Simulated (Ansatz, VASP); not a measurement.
# Rb2H2SO: VASP beside Ansatz, part 2 of 2

Aim: how closely do two programs agree when they are given the same cell, functional and k mesh? The cell is taken from a series of runs on this material, whose earlier steps may have relaxed, scaled, displaced or heated it; both programs get it as it stands.

VASP 6.6.1 and Ansatz 0.2.0.

So far: Set-up; Ansatz: dielectric response, PBE.

The structure was built from a prototype and need not be the compound's stable phase.

### 3. VASP: dielectric response, PBE

Level of this step: PBE; plane waves and PAW (Rb_sv, S, O, H) (VASP).

The same cell, functional and mesh now go to VASP, with its own data sets.

Lines of VASP's logs that name or quote its potential files are left out, and so is its time.

The input, INCAR:

```
SYSTEM = Rb2H2SO
PREC = Accurate
ENCUT = 520
EDIFF = 1E-08
NELM = 120
ISMEAR = 0
SIGMA = 0.01
LREAL = .FALSE.
ALGO = Normal
GGA = PE
NBANDS = 22
LORBIT = 11
LWAVE = .FALSE.
LCHARG = .FALSE.
ISIF = 2
LEPSILON = .TRUE.
LASPH = .TRUE.
GGA_COMPAT = .FALSE.
EFERMI = MIDGAP
KPAR = 2
```

The input, POSCAR:

```
Rb2H2SO
1.0
    4.3758404219      0.0000000000      0.0542500278
    0.0000000000      4.6590477411      0.0000000000
   -1.2429906284      0.0000000000      7.0586970105
Rb S O H
2 1 1 2
Direct
    0.7405335979      0.7500000000      0.1501050709
    0.1503171524      0.2500000000      0.7524112427
    0.2647563218      0.2500000000      0.2825680424
    0.6924222762      0.7500000000      0.7774106126
    0.6062341948      0.7500000000      0.6437836670
    0.5457364568      0.2500000000      0.3937213644
```

The input, KPOINTS:

```
Automatic mesh
0
Gamma
5 5 3
0 0 0
```

Potentials, in the order of the species: Rb_sv, S, O and H (PBE family, release 64).

Command:

```console
mpirun -np 2 vasp_std
```

Numbers of over 12 decimals in the logs are rounded to 6 here.

The log of the run:

```text
[banner, memory and clock lines left out]
running    2 mpi-ranks, on    1 nodes
 distrk:  each k-point on    1 cores,    2 groups
 distr:  one band on    1 cores,    1 groups

 POSCAR found type information on POSCAR RbS O H
 POSCAR found :  4 types and       6 ions
 LDA part: xc-table for (Slater+PW92), standard interpolation
 POSCAR, INCAR and KPOINTS ok, starting setup
 FFT: planning ... GRIDC
 FFT: planning ... GRID_SOFT
 FFT: planning ... GRID
 WAVECAR not read
 entering main loop
       N       E                     dE             d eps       ncg     rms          rms(c)
DAV:   1     0.201875970054E+03    0.20188E+03   -0.14093E+04  1056   0.124E+03
DAV:   2    -0.100364940305E+02   -0.21191E+03   -0.20317E+03  1494   0.253E+02
DAV:   3    -0.272072679171E+02   -0.17171E+02   -0.17109E+02  1588   0.750E+01
DAV:   4    -0.275913446242E+02   -0.38408E+00   -0.38366E+00  1538   0.106E+01
DAV:   5    -0.276011293926E+02   -0.97848E-02   -0.97845E-02  1476   0.137E+00    0.120E+01
DAV:   6    -0.239560118662E+02    0.36451E+01   -0.14090E+01  1182   0.200E+01    0.667E+00
DAV:   7    -0.238381543287E+02    0.11786E+00   -0.11286E+00  1314   0.605E+00    0.438E+00
DAV:   8    -0.237803139213E+02    0.57840E-01   -0.27183E-01  1236   0.307E+00    0.714E-01
DAV:   9    -0.237794506339E+02    0.86329E-03   -0.65769E-02  1488   0.140E+00    0.342E-01
DAV:  10    -0.237829194687E+02   -0.34688E-02   -0.99198E-03  1270   0.545E-01    0.162E-01
DAV:  11    -0.237839918321E+02   -0.10724E-02   -0.22638E-03  1330   0.284E-01    0.924E-02
DAV:  12    -0.237843637961E+02   -0.37196E-03   -0.44011E-04  1224   0.139E-01    0.201E-02
DAV:  13    -0.237844001961E+02   -0.36400E-04   -0.68893E-05  1352   0.585E-02    0.158E-02
DAV:  14    -0.237844050465E+02   -0.48504E-05   -0.30224E-05  1372   0.330E-02    0.497E-03
DAV:  15    -0.237844054854E+02   -0.43886E-06   -0.64145E-06  1338   0.153E-02    0.647E-03
DAV:  16    -0.237844053626E+02    0.12279E-06   -0.16852E-06  1348   0.742E-03    0.331E-03
DAV:  17    -0.237844053304E+02    0.32212E-07   -0.18579E-07  1352   0.241E-03    0.148E-03
DAV:  18    -0.237844053479E+02   -0.17502E-07   -0.11871E-07  1326   0.185E-03    0.293E-04
DAV:  19    -0.237844053599E+02   -0.12047E-07   -0.11159E-08   946   0.740E-04    0.239E-04
DAV:  20    -0.237844053641E+02   -0.41468E-08   -0.43462E-09   786   0.419E-04
   1 F= -.23784405E+02 E0= -.23784405E+02  d E =0.000000E+00
 Linear response reoptimize wavefunctions to high precision
DAV:   1    -0.237844053644E+02   -0.30150E-09   -0.15469E-09   950   0.212E-04
DAV:   2    -0.237844053645E+02   -0.11823E-09   -0.39196E-10   714   0.939E-05
DAV:   3    -0.237844053645E+02    0.18190E-10   -0.15778E-10   696   0.537E-05
 Linear response G [H, r] |phi>, progress :
  Direction:   1
       N       E                     dE             d eps       ncg     rms
RMM:   1    -0.105446489458E+03   -0.10545E+03    0.68854E+02  2191   0.115E+02
RMM:   2    -0.111110584423E+03   -0.56641E+01   -0.19939E+01  2081   0.226E+01
RMM:   3    -0.111580524075E+03   -0.46994E+00   -0.26351E+00  2375   0.528E+00
RMM:   4    -0.111655761033E+03   -0.75237E-01   -0.45545E-01  2550   0.184E+00
RMM:   5    -0.111667740757E+03   -0.11980E-01   -0.11608E-01  2596   0.785E-01
RMM:   6    -0.111669934304E+03   -0.21935E-02   -0.31669E-02  2630   0.353E-01
RMM:   7    -0.111670538754E+03   -0.60445E-03   -0.14235E-02  2771   0.177E-01
RMM:   8    -0.111670699701E+03   -0.16095E-03    0.13170E-04  2753   0.832E-02
RMM:   9    -0.111670735496E+03   -0.35795E-04   -0.32749E-04  2784   0.419E-02
RMM:  10    -0.111670745836E+03   -0.10339E-04   -0.35937E-04  2648   0.215E-02
RMM:  11    -0.111670748990E+03   -0.31540E-05   -0.71657E-05  2536   0.117E-02
RMM:  12    -0.111670749669E+03   -0.67926E-06    0.16071E-04  2438   0.660E-03
RMM:  13    -0.111670750320E+03   -0.65070E-06    0.35813E-06  2249   0.389E-03
RMM:  14    -0.111670749952E+03    0.36810E-06    0.99909E-05  1987   0.237E-03
RMM:  15    -0.111670749828E+03    0.12384E-06    0.11615E-04  1792   0.157E-03
RMM:  16    -0.111670749569E+03    0.25908E-06    0.10869E-04  1649   0.112E-03
RMM:  17    -0.111670749551E+03    0.17693E-07    0.95759E-05  1542   0.868E-04
RMM:  18    -0.111670749342E+03    0.20931E-06    0.87154E-05  1487   0.728E-04
RMM:  19    -0.111670749368E+03   -0.26422E-07    0.11047E-04  1455   0.646E-04
RMM:  20    -0.111670749244E+03    0.12422E-06    0.11071E-04  1414   0.599E-04
RMM:  21    -0.111670749276E+03   -0.32226E-07    0.11045E-04  1402   0.573E-04
RMM:  22    -0.111670749181E+03    0.95228E-07    0.10555E-04  1396   0.557E-04
RMM:  23    -0.111670749219E+03   -0.38254E-07    0.10912E-04  1397   0.548E-04
 Linear response G [H, r] |phi>, progress :
  Direction:   2
       N       E                     dE             d eps       ncg     rms
RMM:   1    -0.105485417119E+03   -0.10549E+03    0.70860E+02  2080   0.115E+02
RMM:   2    -0.111288168244E+03   -0.58028E+01   -0.22025E+01  2073   0.225E+01
[...]
RMM:  21    -0.111388313324E+03    0.36262E-08   -0.47851E-05  1378   0.621E-04
RMM:  22    -0.111388313320E+03    0.37794E-08   -0.19085E-05  1379   0.585E-04
RMM:  23    -0.111388313313E+03    0.68467E-08   -0.16551E-05  1381   0.563E-04
RMM:  24    -0.111388313310E+03    0.30045E-08   -0.22023E-05  1374   0.550E-04
[...]
Direction:   3
       N       E                     dE             d eps       ncg     rms          rms(c)
RMM:   1    -0.680892921903E+00   -0.68089E+00   -0.18753E+00  2290   0.370E+00
RMM:   2    -0.696111980095E+00   -0.15219E-01   -0.70159E-02  2316   0.885E-01
RMM:   3    -0.699562573965E+00   -0.34506E-02   -0.71912E-03  2563   0.259E-01
RMM:   4    -0.700034511851E+00   -0.47194E-03   -0.97403E-04  2628   0.898E-02
RMM:   5    -0.700094446831E+00   -0.59935E-04   -0.17498E-04  2607   0.324E-02
RMM:   6    -0.700105551098E+00   -0.11104E-04   -0.41736E-05  2691   0.132E-02
RMM:   7    -0.700107553139E+00   -0.20020E-05   -0.62840E-05  2584   0.578E-03
RMM:   8    -0.700107878809E+00   -0.32567E-06   -0.32158E-05  2563   0.191E-03
RMM:   9    -0.700107921276E+00   -0.42467E-07   -0.29891E-06  2468   0.742E-04
RMM:  10    -0.700107928930E+00   -0.76531E-08   -0.38320E-06  2122   0.303E-04
RMM:  11    -0.700107930290E+00   -0.13608E-08   -0.59840E-07  1778   0.142E-04
RMM:  12    -0.700107929211E+00    0.10794E-08   -0.42186E-07  1402   0.832E-05
RMM:  13    -0.700107928446E+00    0.76500E-09   -0.93058E-08  1219   0.649E-05
 change of polarisation eV/A/(eV/A) component  3 :    -0.015    -0.008     1.400
 dielectric tensor                  component  3 :    -0.018    -0.010     2.757
 Linear response to external field, progress :
  Direction:   1
       N       E                     dE             d eps       ncg     rms          rms(c)
RMM:   1    -0.695010879771E+00   -0.69501E+00   -0.20311E+00  2254   0.372E+00
RMM:   2    -0.719094027797E+00   -0.24083E-01   -0.81732E-02  2291   0.928E-01    0.202E+00
RMM:   3    -0.636077665621E+00    0.83016E-01   -0.16758E-01  1963   0.158E+00    0.819E-01
RMM:   4    -0.656273508071E+00   -0.20196E-01   -0.70810E-02  2017   0.109E+00    0.310E-01
RMM:   5    -0.682012343468E+00   -0.25739E-01   -0.54244E-03  2234   0.377E-01    0.930E-02
RMM:   6    -0.691634222361E+00   -0.96219E-02   -0.12871E-03  2391   0.154E-01    0.469E-02
RMM:   7    -0.695358295746E+00   -0.37241E-02   -0.25169E-04  2451   0.706E-02    0.193E-02
RMM:   8    -0.696850907409E+00   -0.14926E-02   -0.10105E-04  2545   0.338E-02    0.769E-03
RMM:   9    -0.697249338637E+00   -0.39843E-03   -0.87184E-05  2530   0.155E-02    0.188E-03
RMM:  10    -0.697324255068E+00   -0.74916E-04   -0.69431E-06  2758   0.642E-03    0.986E-04
RMM:  11    -0.697340795310E+00   -0.16540E-04   -0.23078E-05  2540   0.282E-03    0.352E-04
RMM:  12    -0.697328135243E+00    0.12660E-04   -0.56609E-06  2788   0.128E-03    0.135E-04
RMM:  13    -0.697328899101E+00   -0.76386E-06   -0.16846E-06  2654   0.528E-04    0.615E-05
RMM:  14    -0.697325601630E+00    0.32975E-05   -0.67229E-07  2604   0.252E-04    0.234E-05
RMM:  15    -0.697325592670E+00    0.89603E-08   -0.25323E-07  2118   0.106E-04    0.856E-06
 change of polarisation eV/A/(eV/A) component  1 :     1.229    -0.043    -0.066
 dielectric tensor                  component  1 :     2.541    -0.054    -0.083
 Linear response to external field, progress :
  Direction:   2
       N       E                     dE             d eps       ncg     rms          rms(c)
RMM:   1    -0.674107078645E+00   -0.67411E+00   -0.20134E+00  3500   0.355E+00
RMM:   2    -0.699675153637E+00   -0.25568E-01   -0.86033E-02  3531   0.910E-01    0.159E+00
RMM:   3    -0.644790674945E+00    0.54884E-01   -0.11733E-01  3051   0.141E+00    0.817E-01
RMM:   4    -0.673488668716E+00   -0.28698E-01   -0.76262E-02  3103   0.116E+00    0.275E-01
RMM:   5    -0.707905864002E+00   -0.34417E-01   -0.56000E-03  3544   0.415E-01    0.569E-02
RMM:   6    -0.708861988895E+00   -0.95612E-03   -0.13165E-03  3949   0.122E-01    0.287E-02
RMM:   7    -0.712792980335E+00   -0.39310E-02   -0.35669E-04  3521   0.622E-02    0.873E-03
RMM:   8    -0.713031147156E+00   -0.23817E-03   -0.19597E-04  4105   0.242E-02    0.368E-03
RMM:   9    -0.713248740992E+00   -0.21759E-03   -0.62899E-05  4074   0.947E-03    0.155E-03
RMM:  10    -0.713240751295E+00    0.79897E-05   -0.21838E-05  4341   0.361E-03    0.131E-03
RMM:  11    -0.713251489705E+00   -0.10738E-04   -0.13577E-05  3837   0.207E-03    0.307E-04
RMM:  12    -0.713253436530E+00   -0.19468E-05   -0.55183E-06  4316   0.768E-04    0.103E-04
RMM:  13    -0.713256247386E+00   -0.28109E-05   -0.23275E-06  4166   0.284E-04    0.445E-05
RMM:  14    -0.713254917008E+00    0.13304E-05   -0.23091E-07  3452   0.121E-04    0.100E-05
RMM:  15    -0.713254528513E+00    0.38849E-06   -0.25513E-08  2528   0.682E-05    0.746E-06
 change of polarisation eV/A/(eV/A) component  2 :     0.000     1.253    -0.000
 dielectric tensor                  component  2 :     0.000     2.572    -0.000
 Linear response to external field, progress :
  Direction:   3
       N       E                     dE             d eps       ncg     rms          rms(c)
RMM:   1    -0.680892921903E+00   -0.68089E+00   -0.18753E+00  2290   0.370E+00
RMM:   2    -0.696111976746E+00   -0.15219E-01   -0.70159E-02  2316   0.885E-01    0.188E+00
RMM:   3    -0.597191883375E+00    0.98920E-01   -0.19864E-01  1926   0.182E+00    0.784E-01
RMM:   4    -0.609214010803E+00   -0.12022E-01   -0.74723E-02  2032   0.114E+00    0.313E-01
RMM:   5    -0.627964100099E+00   -0.18750E-01   -0.61214E-03  2220   0.360E-01    0.153E-01
RMM:   6    -0.644092565893E+00   -0.16128E-01   -0.13636E-03  2265   0.221E-01    0.513E-02
RMM:   7    -0.647288314136E+00   -0.31957E-02   -0.37472E-04  2510   0.806E-02    0.282E-02
RMM:   8    -0.649558578941E+00   -0.22703E-02   -0.10442E-04  2298   0.478E-02    0.882E-03
RMM:   9    -0.649806657993E+00   -0.24808E-03   -0.52484E-05  2601   0.215E-02    0.311E-03
RMM:  10    -0.649909048070E+00   -0.10239E-03    0.25155E-05  2553   0.984E-03    0.168E-03
RMM:  11    -0.649879697686E+00    0.29350E-04    0.24253E-05  2742   0.438E-03    0.772E-04
RMM:  12    -0.649846512088E+00    0.33186E-04    0.11970E-05  2483   0.233E-03    0.358E-04
RMM:  13    -0.649848789237E+00   -0.22771E-05    0.55019E-06  2741   0.103E-03    0.150E-04
RMM:  14    -0.649844664789E+00    0.41244E-05    0.59056E-06  2615   0.417E-04    0.572E-05
RMM:  15    -0.649843593308E+00    0.10715E-05    0.21372E-06  2443   0.175E-04    0.250E-05
RMM:  16    -0.649843902683E+00   -0.30937E-06    0.50393E-07  1908   0.895E-05    0.752E-06
 change of polarisation eV/A/(eV/A) component  3 :    -0.066    -0.007     1.142
 dielectric tensor                  component  3 :    -0.083    -0.009     2.433
 Born effective charges drift removed
```

Parts of OUTCAR (step 3):

```text
ion  position               nearest neighbor table
   1  0.741  0.750  0.150-   4 2.65   6 3.11   6 3.11   3 3.30   3 3.30   3 3.36   3 3.36   2 4.22
                             2 4.22   2 4.29   2 4.29   2 4.98   2 4.98
   2  0.150  0.250  0.752-   4 3.10   4 3.10   5 3.24   5 3.24   4 3.31   4 3.31   6 3.32   5 3.33
                             5 3.33   3 3.48   3 3.75   1 4.22   1 4.22   1 4.29   1 4.29   1 4.98
   3  0.265  0.250  0.283-   6 1.35   1 3.30   1 3.30   1 3.36   1 3.36   2 3.48   2 3.75
   4  0.692  0.750  0.777-   5 0.97   1 2.65   2 3.10   2 3.10   2 3.31   2 3.31
   5  0.606  0.750  0.644-   4 0.97   2 3.24   2 3.24   2 3.33   2 3.33
   6  0.546  0.250  0.394-   3 1.35   1 3.11   1 3.11   2 3.32

  LATTYP: Found a simple monoclinic cell.
 ALAT       =     4.3761766947
 B/A-ratio  =     1.0646388540
 C/A-ratio  =     1.6378001354
 COS(beta)  =    -0.1612030072

 Subroutine GETGRP returns: Found  2 space group operations
 (whereof  1 operations were pure point group operations)

The static configuration has the point symmetry C_1 .
 The point group associated with its full space group is C_1h.

 Found     24 irreducible k-points:

   k-points           NKPTS =     24   k-points in BZ     NKDIM =     24   number of bands    NBANDS=     22

   dimension x,y,z NGX =    36 NGY =   36 NGZ =   54
   dimension x,y,z NGXF=    72 NGYF=   72 NGZF=  108

   ENCUT  =  520.0 eV  38.22 Ry    6.18 a.u.   8.14  8.66 13.33*2*pi/ulx,y,z

   NELECT =      32.0000    total number of electrons

 k-points in reciprocal lattice and weights: Automatic mesh
   0.00000000  0.00000000  0.00000000       0.013
   0.20000000  0.00000000  0.00000000       0.027
   0.40000000  0.00000000 -0.00000000       0.027
   0.00000000  0.20000000  0.00000000       0.027
   0.20000000  0.20000000  0.00000000       0.053
   0.40000000  0.20000000 -0.00000000       0.053
   0.00000000  0.40000000  0.00000000       0.027
   0.20000000  0.40000000  0.00000000       0.053
   0.40000000  0.40000000 -0.00000000       0.053
[...]
-0.40000000  0.40000000  0.33333333       0.053
  -0.20000000  0.40000000  0.33333333       0.053

 average (electrostatic) potential at core
       1 -38.5067       2 -38.6837       3 -90.5853       4 -73.6956       5 -38.5863
       6 -38.3609

  Total       -0.0935187     -0.0458992      0.1004870      0.0000000      0.0000000     -0.0067012
  in kB       -1.0389120     -0.5099001      1.1163233      0.0000000      0.0000000     -0.0744449
  external PRESSURE =      -0.1441629 kB  Pullay stress =       0.0000000 kB

  energy-cutoff  :      520.00
  volume of cell :      144.22
      direct lattice vectors                 reciprocal lattice vectors
     4.375840422  0.000000000  0.054250028     0.228029708  0.000000000  0.040154548
     0.000000000  4.659047741  0.000000000     0.000000000  0.214636135  0.000000000
    -1.242990628  0.000000000  7.058697011    -0.001752536  0.000000000  0.141360596

 POSITION                                       TOTAL-FORCE (eV/Angst)
 -----------------------------------------------------------------------------------
      3.05388      3.49429      1.09972        -0.001888      0.000000      0.008249
     -0.27748      1.16476      5.31920         0.000510      0.000000     -0.003367
      0.80730      1.16476      2.00893         0.060460      0.000000      0.049394
      2.06362      3.49429      5.52507         0.028606      0.000000      0.124195
      1.85257      3.49429      4.57716        -0.029378      0.000000     -0.134117
      1.89866      1.16476      2.80877        -0.058310      0.000000     -0.044355
 -----------------------------------------------------------------------------------
    total drift:                               -0.000028     -0.000000     -0.000335

 MACROSCOPIC STATIC DIELECTRIC TENSOR (including local field effects in DFT)
 ------------------------------------------------------
           2.541490     0.000000    -0.083079
           0.000000     2.571695     0.000000
          -0.083194     0.000000     2.432774
 ------------------------------------------------------

 PIEZOELECTRIC TENSOR (including local field effects)  for field in x, y, z        (C/m^2)
          XX          YY          ZZ          XY          YZ          ZX
  --------------------------------------------------------------------------------
  x    -0.04470     0.01318    -0.01699     0.00000     0.00000    -0.04584
  y     0.00000     0.00000     0.00000     0.01327    -0.04725     0.00000
  z    -0.04760    -0.04707     0.12114     0.00000     0.00000    -0.03056

 BORN EFFECTIVE CHARGES (including local field effects) (in |e|, cummulative output)
 ---------------------------------------------------------------------------------
 ion    1
    1     1.12899     0.00000     0.01702
    2     0.00000     1.07575     0.00000
    3     0.00117     0.00000     1.15927
 ion    2
    1     1.14843     0.00000    -0.02646
    2     0.00000     1.16374     0.00000
    3    -0.02521     0.00000     1.17871
 ion    3
    1    -1.14368     0.00000     0.08637
    2     0.00000    -1.13855     0.00000
    3     0.08280     0.00000    -1.04690
 ion    4
    1    -1.37765     0.00000     0.07867
    2     0.00000    -1.51157     0.00000
    3     0.10965     0.00000    -1.21395
 ion    5
    1     0.26671     0.00000    -0.05506
    2     0.00000     0.36408     0.00000
    3    -0.06409     0.00000    -0.08606
 ion    6
    1    -0.02279     0.00000    -0.10054
    2     0.00000     0.04654     0.00000
    3    -0.10432     0.00000     0.00892
```

### 4. Comparison

Known differences besides the potentials themselves: fixed occupations in Ansatz, narrow Gaussian smearing in VASP; VASP's response is taken on the typed mesh, Ansatz refines its own for the field response alone; the cutoff is 420 eV in Ansatz and 520 eV in VASP. Total energies have different zeros and are not compared.

Compared:

```csv
quantity,Ansatz,VASP,difference
ε∞ xx,2.54,2.54,-0.07 %
ε∞ yy,2.57,2.57,-0.20 %
ε∞ zz,2.43,2.43,-0.15 %
```

### 5. What came out

| Property | Result |
| --- | --- |
| difference in ε∞ yy (dielectric response, PBE) | -0.20 % |

The difference in ε∞ yy is -0.20 % (dielectric response, PBE), within the 5 % picked in this series as the mark of a large difference. VASP runs on this material, other cells of it included, that failed, so that no pair exists: relaxation of cell and atoms, PBE (not converged). Such differences can come from data sets, numerical settings and the points named under the comparisons, not from the functional's error against experiment.

[Lines on the potential files, build, host, timing and source positions are cut from VASP's logs without a mark.]

[Logs are printed without paths, hosts, clocks, repeated set-up lines and the standing remarks that a program may print on its own settings, such as how far it seeks lower states.]

[Hosts, paths, dates, database ids (printed as entryN), source tags and the programs' standing remarks are cut or masked in the printed files.]
